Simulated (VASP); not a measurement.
These are RPBE GGA, VASP's PBE PAW potentials (set 64) (plane waves; VASP 6.6.1) values and carry that method's errors.

VASP ran on this input.

POSCAR:
```
CoAl
1
    2.9287584367     0.0000000000     0.0000000000
    0.0000000000     2.9287584367     0.0000000000
    0.0000000000     0.0000000000     2.9287584367
Al Co
1 1
Direct
  0.5000000000   0.5000000000   0.5000000000
  0.0000000000   0.0000000000   0.0000000000
```

INCAR:
```
SYSTEM  =  CoAl
PREC  =  Accurate; ENCUT  =  520; LREAL  =  .FALSE.
LASPH  =  .TRUE.
EDIFF  =  1E-7; NELM  =  100; ALGO  =  Normal
LMAXMIX  =  4
ISMEAR  =  1; SIGMA  =  0.1
GGA  =  RP
ISIF  =  2
LWAVE  =  .FALSE.; LCHARG  =  .FALSE.
```

File KPOINTS:
```
Automatic mesh
0
Gamma
13 13 13
0 0 0
```

POTCAR, in this order: Al Co (PBE.64 set). Program: vasp_std.

Question: Estimate the energy per atom (σ→0), pressure, band gap (on the k-mesh).

Answer: 
The energy per atom (σ→0) is -5.565 eV/atom and the band gap (on the k-mesh) comes out as none (metal, semimetal or under 0.01 eV). The pressure comes out as -8.68 GPa.

File OSZICAR:
```
...
DAV:   8    -0.111433490194E+02   -0.36036E-02   -0.24291E-01  1734   0.428E+00    0.125E+00
DAV:   9    -0.111306728958E+02    0.12676E-01   -0.44974E-02  2016   0.305E+00    0.305E-01
DAV:  10    -0.111302352583E+02    0.43764E-03   -0.14505E-03  2202   0.493E-01    0.124E-01
DAV:  11    -0.111302253014E+02    0.99569E-05   -0.26000E-05  1948   0.510E-02    0.199E-02
DAV:  12    -0.111302233887E+02    0.19127E-05   -0.79526E-06  2080   0.362E-02    0.501E-03
DAV:  13    -0.111302231739E+02    0.21485E-06   -0.22073E-07  1182   0.412E-03    0.187E-03
DAV:  14    -0.111302231487E+02    0.25143E-07   -0.82470E-08   854   0.220E-03
   1 F= -.11130223E+02 E0= -.11130442E+02  d E =0.656743E-03
```

The compound is CoAl in the CsCl type structure. This cell is one point of a volume scan, at 1.06 of the reference volume. The run is not spin-polarised, so no magnetic state was tried.
